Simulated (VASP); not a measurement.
Output of a VASP run:

### OUTCAR
```
 ion  position               nearest neighbor table
   1  0.333  0.667  0.250-   2 2.70   2 2.70   2 2.70   2 2.70   2 2.70   2 2.70
   2  0.667  0.333  0.750-   1 2.70   1 2.70   1 2.70   1 2.70   1 2.70   1 2.70
  LATTYP: Found a hexagonal cell.
 ALAT       =     2.5275597703
 C/A-ratio  =     1.7960842028
 Subroutine PRICEL returns:
 Original cell was already a primitive cell.
 Subroutine GETGRP returns: Found 24 space group operations
The static configuration has the point symmetry D_3d.
 The point group associated with its full space group is D_6h.
The dynamic configuration has the point symmetry D_3d.
 Subroutine INISYM returns: Found 24 space group operations
 Subroutine IBZKPT returns following result:
 Found    150 irreducible k-points:

 Following reciprocal coordinates:
            Coordinates               Weight
  0.000000  0.000000  0.000000      1.000000
  0.062500  0.000000  0.000000      6.000000
  0.125000  0.000000  0.000000      6.000000
  0.187500  0.000000  0.000000      6.000000
  0.250000  0.000000  0.000000      6.000000
  0.312500  0.000000  0.000000      6.000000
  0.375000  0.000000  0.000000      6.000000
  0.437500  0.000000  0.000000      6.000000
  0.500000  0.000000  0.000000      3.000000
  0.062500  0.062500  0.000000      6.000000
  0.125000  0.062500  0.000000     12.000000
  0.187500  0.062500  0.000000     12.000000
  0.250000  0.062500  0.000000     12.000000
  0.312500  0.062500  0.000000     12.000000
  0.375000  0.062500  0.000000     12.000000
  0.437500  0.062500  0.000000     12.000000
  0.125000  0.125000  0.000000      6.000000
  0.187500  0.125000  0.000000     12.000000
  0.250000  0.125000  0.000000     12.000000
  0.312500  0.125000  0.000000     12.000000
  0.375000  0.125000  0.000000     12.000000
  0.437500  0.125000  0.000000      6.000000
  0.187500  0.187500  0.000000      6.000000
  0.250000  0.187500  0.000000     12.000000
  0.312500  0.187500  0.000000     12.000000
  0.375000  0.187500  0.000000     12.000000
  0.250000  0.250000  0.000000      6.000000
  0.312500  0.250000  0.000000     12.000000
  0.375000  0.250000  0.000000      6.000000
  0.312500  0.312500  0.000000      6.000000
  0.000000  0.000000  0.125000      2.000000
  0.062500  0.000000  0.125000     12.000000
  0.125000  0.000000  0.125000     12.000000
  0.187500  0.000000  0.125000     12.000000
  0.250000  0.000000  0.125000     12.000000
  0.312500  0.000000  0.125000     12.000000
  0.375000  0.000000  0.125000     12.000000
  0.437500  0.000000  0.125000     12.000000
  0.500000  0.000000  0.125000      6.000000
  0.062500  0.062500  0.125000     12.000000
   k-points           NKPTS =    150   k-points in BZ     NKDIM =    150   number of bands    NBANDS=     16
   number of dos      NEDOS =    301   number of ions     NIONS =      2
   total plane-waves  NPLWV =  11664
   dimension x,y,z NGX =    18 NGY =   18 NGZ =   36
   dimension x,y,z NGXF=    36 NGYF=   36 NGZF=   72
   ions per type =               2
   PREC   = accura    normal or accurate (medium, high low for compatibility)
   ISTART =      0    job   : 0-new  1-cont  2-samecut
   ICHARG =      2    charge: 1-file 2-atom 10-const
   ISPIN  =      1    spin polarized calculation?
   LNONCOLLINEAR =      F non collinear calculations
   LSORBIT =      F    spin-orbit coupling
   INIWAV =      1    electr: 0-lowe 1-rand  2-diag
   ENCUT  =  500.0 eV  36.75 Ry    6.06 a.u.   4.61  4.61  8.28*2*pi/ulx,y,z
   NELM   =    100;   NELMIN=  2; NELMDL= -5     # of ELM steps
   EDIFF  = 0.1E-05   stopping-criterion for ELM
   LREAL  =      F    real-space projection
   NLSPLINE    = F    spline interpolate recip. space projectors
   LMAXMIX     =    4 max onsite mixed and CHGCAR
   VOSKOWN=      0    Vosko Wilk Nusair interpolation
   EDIFFG = -.2E-01   stopping-criterion for IOM
   NSW    =     40    number of steps for IOM
...
```

**OSZICAR**
```
...
       N       E                     dE             d eps       ncg     rms          rms(c)
DAV:   1    -0.479767293444E+01   -0.14456E+01   -0.13156E+01  4800   0.841E+01    0.760E+00
DAV:   2    -0.373455879575E+01    0.10631E+01   -0.30489E+00  4824   0.419E+01    0.283E+00
DAV:   3    -0.362240516755E+01    0.11215E+00   -0.27282E-02  6112   0.241E+00    0.147E+00
DAV:   4    -0.357801429742E+01    0.44391E-01   -0.12849E-02  6896   0.174E+00    0.711E-02
DAV:   5    -0.357808807503E+01   -0.73778E-04   -0.92347E-04  6104   0.395E-01    0.226E-02
DAV:   6    -0.357810883180E+01   -0.20757E-04   -0.66263E-05  5104   0.109E-01    0.112E-02
DAV:   7    -0.357810869113E+01    0.14067E-06   -0.17320E-06  4968   0.418E-02
   3 F= -.61609581E+00 E0= -.61614648E+00  d E =-.465218E-01
       N       E                     dE             d eps       ncg     rms          rms(c)
DAV:   1    -0.357474958377E+01    0.33592E-02   -0.66613E-03  4848   0.180E+00    0.180E-01
DAV:   2    -0.357416855901E+01    0.58102E-03   -0.19944E-03  4864   0.113E+00    0.598E-02
DAV:   3    -0.357411089919E+01    0.57660E-04   -0.28776E-05  6176   0.901E-02    0.326E-02
DAV:   4    -0.357408577136E+01    0.25128E-04   -0.33379E-06  5232   0.419E-02    0.141E-03
DAV:   5    -0.357408589970E+01   -0.12833E-06   -0.13030E-06  3336   0.119E-02
   4 F= -.61609569E+00 E0= -.61614651E+00  d E =-.465217E-01
       N       E                     dE             d eps       ncg     rms          rms(c)
DAV:   1    -0.358368526230E+01   -0.95995E-02   -0.24954E-01  5848   0.522E+00    0.709E-01
DAV:   2    -0.357509331993E+01    0.85919E-02   -0.13603E-02  6048   0.258E+00    0.406E-01
DAV:   3    -0.357109505104E+01    0.39983E-02   -0.36739E-03  6816   0.111E+00    0.109E-01
DAV:   4    -0.357093938783E+01    0.15566E-03   -0.60324E-04  6832   0.361E-01    0.358E-02
DAV:   5    -0.357093834013E+01    0.10477E-05   -0.68903E-05  5968   0.134E-01    0.104E-02
DAV:   6    -0.357093627044E+01    0.20697E-05   -0.10516E-05  5264   0.719E-02    0.114E-03
DAV:   7    -0.357093628259E+01   -0.12152E-07   -0.30308E-07  2584   0.801E-03
   5 F= -.61764271E+00 E0= -.61760571E+00  d E =-.154703E-02
       N       E                     dE             d eps       ncg     rms          rms(c)
DAV:   1    -0.357296664756E+01   -0.20304E-02   -0.95462E-02  5840   0.325E+00    0.439E-01
DAV:   2    -0.356968615052E+01    0.32805E-02   -0.53022E-03  6056   0.162E+00    0.251E-01
DAV:   3    -0.356817341052E+01    0.15127E-02   -0.13663E-03  6896   0.682E-01    0.691E-02
DAV:   4    -0.356810956889E+01    0.63842E-04   -0.23172E-04  6904   0.226E-01    0.225E-02
DAV:   5    -0.356810911988E+01    0.44901E-06   -0.26645E-05  5968   0.833E-02    0.645E-03
DAV:   6    -0.356810835407E+01    0.76582E-06   -0.39907E-06  4392   0.445E-02
   6 F= -.61778877E+00 E0= -.61772473E+00  d E =-.169308E-02
       N       E                     dE             d eps       ncg     rms          rms(c)
DAV:   1    -0.356933160132E+01   -0.12225E-02   -0.72794E-03  5832   0.903E-01    0.121E-01
DAV:   2    -0.356908144836E+01    0.25015E-03   -0.41031E-04  6080   0.453E-01    0.695E-02
DAV:   3    -0.356896503696E+01    0.11641E-03   -0.10461E-04  6888   0.188E-01    0.192E-02
DAV:   4    -0.356895976799E+01    0.52690E-05   -0.17750E-05  6872   0.630E-02    0.616E-03
DAV:   5    -0.356895968610E+01    0.81890E-07   -0.18997E-06  3072   0.229E-02
   7 F= -.61781568E+00 E0= -.61775996E+00  d E =-.171999E-02
```

File OUTCAR:
```
------------------------ aborting loop because EDIFF is reached ----------------------------------------
  FORCE on cell =-STRESS in cart. coord.  units (eV):
  Direction    XX          YY          ZZ          XY          YZ          ZX
  --------------------------------------------------------------------------------------
  Total        2.9464414      2.9464430      2.9431060      0.0000000      0.0000000      0.0000000
  in kB      199.6813014    199.6814132    199.4552631      0.0000000      0.0000000      0.0000000
  external PRESSURE =      -0.3940074 kB  Pullay stress =     200.0000000 kB
  volume of cell :       23.64
      direct lattice vectors                 reciprocal lattice vectors
     1.243890360 -2.154481906 -0.000000000     0.401964687 -0.232074356  0.000000000
     1.243890360  2.154481906  0.000000000     0.401964687  0.232074356 -0.000000000
     0.000000000  0.000000000  4.410786539     0.000000000 -0.000000000  0.226716934
 POSITION                                       TOTAL-FORCE (eV/Angst)
 -----------------------------------------------------------------------------------
      1.24389      0.71816      1.10270         0.000000      0.000000      0.000000
      1.24389     -0.71816      3.30809        -0.000000     -0.000000      0.000000
 -----------------------------------------------------------------------------------
    total drift:                               -0.000000      0.000047      0.000004
  FREE ENERGIE OF THE ION-ELECTRON SYSTEM (eV)
  ---------------------------------------------------
  free  energy   TOTEN  =        -3.5689596861 eV

  energy  without entropy=       -3.5687925276  energy(sigma->0) =       -3.56890397
  enthalpy is  TOTEN    =        -0.6178156751 eV   P V=        2.9511440110

 reached required accuracy - stopping structural energy minimisation
```
(Selected blocks of OUTCAR.)

POSCAR:
```
Zn
1
    1.2637796716    -2.1889310940     0.0000000000
    1.2637796716     2.1889310940     0.0000000000
    0.0000000000     0.0000000000     4.5397101751
Zn
2
Direct
  0.3333330000   0.6666670000   0.2500000000
  0.6666670000   0.3333330000   0.7500000000
```

Question: Write an INCAR and KPOINTS that could have produced this output.

Answer: Several could match; the one computed here: the input of the run itself, LDA (Ceperley-Alder, Perdew-Zunger), plane waves, VASP's LDA PAW potentials (set 64).

**INCAR**
```
! general
SYSTEM  = Zn
PREC    = Accurate
ENCUT   = 500
LREAL   = .False.
LASPH   = .True.

! electronic loop
EDIFF   = 1E-6
NELM    = 100
ALGO    = Normal
LMAXMIX = 4

! smearing
ISMEAR  = 1
SIGMA   = 0.1

! ions
IBRION  = 2
NSW     = 40
ISIF    = 3
EDIFFG  = -0.02
PSTRESS = 200

! output
LWAVE   = .False.
LCHARG  = .False.
```

File KPOINTS:
```
K-points
0
Gamma
 16 16 8
```

POTCAR, in this order: Zn (LDA.64 set). Program: vasp_std.

Energy and stress use the plane-wave basis of the starting cell.

The compound is Zn in the hcp structure. This run relaxes it under an external pressure of 20 GPa. Symmetry was kept, so distortions that lower it aren't found.
